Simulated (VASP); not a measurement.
An input for Quantum ESPRESSO's pw.x (written as the equivalent of a VASP run, and not itself run):

```
&CONTROL
  calculation = 'scf'
  pseudo_dir = './pseudo'
  outdir = './out'
  tprnfor = .true.
  tstress = .true.
/
&SYSTEM
  ibrav = 0
  nat = 4
  ntyp = 2
  ecutwfc = 66
  occupations = 'smearing'
  smearing = 'gaussian'
  degauss = 0.009996
  input_dft = 'pbe'
/
&ELECTRONS
  conv_thr = 7.3e-08
  electron_maxstep = 100
/
ATOMIC_SPECIES
  Bi 208.980 Bi.upf
  P 30.974 P.upf
CELL_PARAMETERS angstrom
     4.5181670    0.0000000    0.0000000
     0.0000000    4.5181670    0.0000000
     0.0000000    0.0000000   16.7446270
ATOMIC_POSITIONS crystal
  Bi   0.5000000  0.0000000  0.5819550
  Bi   0.0000000  0.5000000  0.4180450
  P    0.0000000  0.0000000  0.5000000
  P    0.5000000  0.5000000  0.5000000
K_POINTS automatic
  5 5 1 0 0 0
```

Q: Write the VASP files for the same calculation (PBE).

A: This is not unique; one that fits is 
### INCAR
```
SYSTEM = BiP
LWAVE = .False.
LREAL = .False.
LMAXMIX = 4   # l cut-off of mixed one-centre charges
ENCUT = 300
GGA = PE   # PBE
SIGMA = 0.136   # width (eV)
NELM = 100   # most electronic steps
PREC = Accurate
ISMEAR = 0   # Gaussian
ALGO = Normal
ISIF = 2
LASPH = .True.   # aspherical one-centre terms
EDIFF = 1E-6   # SCF stop (eV)
LCHARG = .False.
```

**KPOINTS**
```
Automatic mesh
0
Gamma
5 5 1
0 0 0
```

File POSCAR:
```
BiP
1.0
  4.5181670000   0.0000000000   0.0000000000
  0.0000000000   4.5181670000   0.0000000000
  0.0000000000   0.0000000000  16.7446270000
Bi P
2 2
Cart
  2.2590835000   0.0000000000   9.7446194058
  0.0000000000   2.2590835000   7.0000075942
  0.0000000000   0.0000000000   8.3723135000
  2.2590835000   2.2590835000   8.3723135000
```

POTCAR, in this order: Bi_d P (PBE.64 set). Program: vasp_std.

What does not carry over: the potentials are each code's own (VASP's PAW set, PseudoDojo norm-conserving files in pw.x), so ENCUT and ecutwfc are chosen apart and not converted; conv_thr bounds pw.x's estimated SCF error, while EDIFF bounds the energy change between steps.

The cell is a sheet with vacuum, built from a generated structure.
